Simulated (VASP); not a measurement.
**AlN: relaxation of the atoms with PBE**

AlN:

```xyz
4
Lattice="3.1374 0.0000 0.0000 -1.5687 2.7171 0.0000 0.0000 0.0000 5.0066" Properties=species:S:1:pos:R:3 pbc="T T T"
Al    0.0000    1.8114    0.0000
Al    1.5687    0.9057    2.5033
N     0.0000    1.8114    1.9101
N     1.5687    0.9057    4.4135
```

The cell was built by a generator and needn't be a form met in nature.

* Program: VASP 6.6.1
* Task: relaxation of the atoms
* Functional: PBE
* Potentials or basis: VASP PAW PBE potentials, release 64 (Al, N)
* Cutoff: 520 eV
* k mesh: 9 × 9 × 6
* Occupations: gaussian, width 0.05 eV
* Spin: no spin polarisation
* Further INCAR settings: ALGO = Normal; EDIFF = 1e-06; IBRION = 2; EDIFFG = -0.02; NSW = 40

The energy gained by relaxing is 0.0 meV/atom, the ionic steps are 2 and the pressure after relaxing is -0.8 GPa. The largest force after relaxing is 0.008 eV/Å. The band gap on the k mesh is 4.00 eV, direct.

Forces in eV/Å, atoms in the order of the input:
```
Al   0.000  0.000  0.008
Al   0.000  0.000  0.008
N    0.000  0.000 -0.008
N    0.000  0.000 -0.008
```

Stress tensor (GPa, compression positive):
```
-1.18  0.00  0.00
 0.00 -1.18  0.00
 0.00  0.00  0.07
```

The path:
| step | energy change (eV) | largest force (eV/Å) | pressure (GPa) |
| --- | --- | --- | --- |
| 1 | 0.0000 | 0.0492 | -0.73 |
| 2 | -0.0002 | 0.0081 | -0.77 |

Final structure:
```cif
data_structure
_symmetry_space_group_name_H-M 'P 1'
_symmetry_Int_Tables_number 1
_cell_length_a 3.1374
_cell_length_b 3.1374
_cell_length_c 5.0066
_cell_angle_alpha 90.000
_cell_angle_beta 90.000
_cell_angle_gamma 120.000
_cell_volume 42.68
loop_
_atom_site_label
_atom_site_type_symbol
_atom_site_fract_x
_atom_site_fract_y
_atom_site_fract_z
_atom_site_occupancy
Al1 Al 0.33333 0.66667 0.99953 1
Al2 Al 0.66667 0.33333 0.49953 1
N1 N 0.33333 0.66667 0.38199 1
N2 N 0.66667 0.33333 0.88199 1
```

Levels at points of the mesh, in eV from the valence-band top:
```tsv
k point	band 4	band 5	band 6	band 7	band 8	band 9	band 10	band 11	band 12
(0.00, 0.00, 0.00)	-0.90	-0.90	-0.24	-0.24	0.00	4.00	6.42	10.44	10.94
(0.00, 0.00, 0.50)	-3.30	-0.58	-0.58	-0.58	-0.58	6.25	6.25	10.14	10.14
```

It took 11 s on 1 thread of Intel(R) Xeon(R) 6975P-C (Granite Rapids), on a shared host, peak memory 0.16 GiB.

The gap isn't set beside the measured one, since this odd mesh misses points on the zone boundary.

Caveat: an odd mesh through Γ misses points on the zone boundary, where band edges often lie.
